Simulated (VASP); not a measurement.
Output of a VASP run:

**OSZICAR**
```
...
DAV:  13    -0.207139370878E+02   -0.20642E-06   -0.19304E-07  1372   0.516E-03
   2 F= -.20713937E+02 E0= -.20713764E+02  d E =-.134990E+00  mag=     0.0000
       N       E                     dE             d eps       ncg     rms          rms(c)
DAV:   1    -0.222591909913E+02   -0.15453E+01   -0.15101E+01  2884   0.821E+01    0.109E+01
DAV:   2    -0.235682843195E+02   -0.13091E+01   -0.24887E+01  3088   0.112E+02    0.143E+01
DAV:   3    -0.208749793499E+02    0.26933E+01   -0.97298E+00  2904   0.669E+01    0.328E+00
DAV:   4    -0.208161483220E+02    0.58831E-01   -0.25863E-01  3196   0.883E+00    0.152E+00
DAV:   5    -0.208010468512E+02    0.15101E-01   -0.27941E-02  3960   0.252E+00    0.267E-01
DAV:   6    -0.208011852271E+02   -0.13838E-03   -0.29608E-03  3136   0.880E-01    0.169E-01
DAV:   7    -0.208010708323E+02    0.11439E-03   -0.21646E-03  3108   0.901E-01    0.129E-01
DAV:   8    -0.208009925385E+02    0.78294E-04   -0.16933E-03  2880   0.718E-01    0.356E-02
DAV:   9    -0.208011594719E+02   -0.16693E-03   -0.18949E-04  2720   0.179E-01    0.725E-03
DAV:  10    -0.208011599858E+02   -0.51394E-06   -0.30639E-06  3012   0.192E-02
   3 F= -.20801160E+02 E0= -.20801230E+02  d E =-.222212E+00  mag=    -0.0000
       N       E                     dE             d eps       ncg     rms          rms(c)
DAV:   1    -0.208032071007E+02   -0.20476E-02   -0.19063E-02  2932   0.280E+00    0.444E-01
DAV:   2    -0.208070778576E+02   -0.38708E-02   -0.46456E-02  3044   0.465E+00    0.667E-01
DAV:   3    -0.208011268402E+02    0.59510E-02   -0.20341E-02  3004   0.310E+00    0.690E-02
DAV:   4    -0.208010933502E+02    0.33490E-04   -0.26780E-04  2728   0.132E-01    0.275E-02
DAV:   5    -0.208010858590E+02    0.74913E-05   -0.29465E-05  3276   0.110E-01    0.666E-03
DAV:   6    -0.208010862232E+02   -0.36422E-06   -0.36154E-06  2940   0.213E-02
   4 F= -.20801086E+02 E0= -.20801144E+02  d E =-.222139E+00  mag=     0.0000
       N       E                     dE             d eps       ncg     rms          rms(c)
DAV:   1    -0.208054138570E+02   -0.43280E-02   -0.39673E-02  2916   0.405E+00    0.621E-01
DAV:   2    -0.208127411200E+02   -0.73273E-02   -0.90835E-02  3044   0.650E+00    0.945E-01
DAV:   3    -0.208012349486E+02    0.11506E-01   -0.40546E-02  3004   0.432E+00    0.113E-01
DAV:   4    -0.208011299334E+02    0.10502E-03   -0.46303E-04  2872   0.255E-01    0.238E-02
DAV:   5    -0.208011273269E+02    0.26064E-05   -0.32367E-05  3548   0.905E-02    0.882E-03
DAV:   6    -0.208011258882E+02    0.14388E-05   -0.13791E-05  2944   0.473E-02    0.420E-03
DAV:   7    -0.208011287494E+02   -0.28612E-05   -0.37803E-06  2776   0.214E-02    0.226E-03
DAV:   8    -0.208011290895E+02   -0.34019E-06   -0.67069E-07  1368   0.146E-02
   5 F= -.20801129E+02 E0= -.20801206E+02  d E =-.428664E-04  mag=     0.0000
       N       E                     dE             d eps       ncg     rms          rms(c)
DAV:   1    -0.208018032857E+02   -0.67454E-03   -0.57875E-03  2924   0.154E+00    0.244E-01
DAV:   2    -0.208029690181E+02   -0.11657E-02   -0.13988E-02  3048   0.255E+00    0.368E-01
DAV:   3    -0.208011756100E+02    0.17934E-02   -0.61722E-03  3004   0.170E+00    0.392E-02
DAV:   4    -0.208011643723E+02    0.11238E-04   -0.76236E-05  2752   0.741E-02    0.138E-02
DAV:   5    -0.208011629329E+02    0.14394E-05   -0.79694E-06  3196   0.563E-02    0.351E-03
DAV:   6    -0.208011630110E+02   -0.78067E-07   -0.12066E-06  1636   0.139E-02
   6 F= -.20801163E+02 E0= -.20801232E+02  d E =-.767878E-04  mag=     0.0000
```

**OUTCAR**
```
------------------------ aborting loop because EDIFF is reached ----------------------------------------
  FORCE on cell =-STRESS in cart. coord.  units (eV):
  Direction    XX          YY          ZZ          XY          YZ          ZX
  --------------------------------------------------------------------------------------
  Total       -0.0049508     -0.0049508     -0.0049508      0.0000000      0.0000000      0.0000000
  in kB       -0.3370872     -0.3370872     -0.3370872      0.0000000      0.0000000      0.0000000
  external PRESSURE =      -0.3370872 kB  Pullay stress =       0.0000000 kB
  volume of cell :       23.53
      direct lattice vectors                 reciprocal lattice vectors
     2.865590135 -0.000000000  0.000000000     0.348968259  0.000000000 -0.000000000
    -0.000000000  2.865590135 -0.000000000     0.000000000  0.348968259  0.000000000
     0.000000000 -0.000000000  2.865590135    -0.000000000  0.000000000  0.348968259
 POSITION                                       TOTAL-FORCE (eV/Angst)
 -----------------------------------------------------------------------------------
      0.00000      0.00000      0.00000         0.000000      0.000000      0.000000
      1.43280      1.43280      1.43280        -0.000000     -0.000000      0.000000
 -----------------------------------------------------------------------------------
    total drift:                               -0.000000      0.000000     -0.000000
  FREE ENERGIE OF THE ION-ELECTRON SYSTEM (eV)
  ---------------------------------------------------
  free  energy   TOTEN  =       -20.8011630110 eV

  energy  without entropy=      -20.8013704630  energy(sigma->0) =      -20.80123216

 total charge

# of ion       s       p       d       tot
------------------------------------------
    1        0.410   0.486   8.497   9.392
    2        1.121   1.273   0.000   2.394
--------------------------------------------------
tot          1.530   1.759   8.497  11.786

 magnetization (x)

# of ion       s       p       d       tot
------------------------------------------
    1        0.000   0.000   0.000   0.000
    2        0.000   0.000   0.000   0.000
--------------------------------------------------
tot          0.000   0.000   0.000   0.000

 reached required accuracy - stopping structural energy minimisation
```
(Selected blocks of OUTCAR.)

**POSCAR**
```
NiP
1
    3.0030000000     0.0000000000     0.0000000000
    0.0000000000     3.0030000000     0.0000000000
    0.0000000000     0.0000000000     3.0030000000
Ni P
1 1
Direct
  0.0000000000   0.0000000000   0.0000000000
  0.5000000000   0.5000000000   0.5000000000
```

Question: Reconstruct the remaining input files.

Answer: One answer among several that fit: the input of the run itself, r2SCAN meta-GGA, plane waves, VASP's PBE PAW potentials (set 64).

KPOINTS:
```
K-points
0
gamma
 11 11 11
```

INCAR:
```
# general
SYSTEM  = NiP
PREC    = Accurate
ENCUT   = 400   # plane-wave cut-off (eV)
LREAL   = .FALSE.
LASPH   = .TRUE.   # aspherical one-centre terms

# electronic loop
EDIFF   = 1E-6   # SCF stop (eV)
NELM    = 100
ALGO    = Normal
LMAXMIX = 4   # l cut-off of mixed one-centre charges
LMIXTAU = .TRUE.

# smearing
ISMEAR  = 1   # Methfessel-Paxton
SIGMA   = 0.1

# functional
METAGGA = R2SCAN

# spin
ISPIN   = 2   # spin-polarised
MAGMOM  = 2.0 0.0

# ions
IBRION  = 2
NSW     = 60   # most ionic steps
ISIF    = 3   # ions, shape and volume
EDIFFG  = -0.01   # ionic stop

# output
LWAVE   = .FALSE.
LCHARG  = .FALSE.
LORBIT  = 10
```

POTCAR, in this order: Ni P (PBE.64 set). Program: vasp_std.

Energy and stress use the plane-wave basis of the starting cell.

The structure was generated: NiP was put into the CsCl type type (Pm-3m), which need not be its known phase. This run relaxes it. Symmetry was kept, so distortions that lower it aren't found.
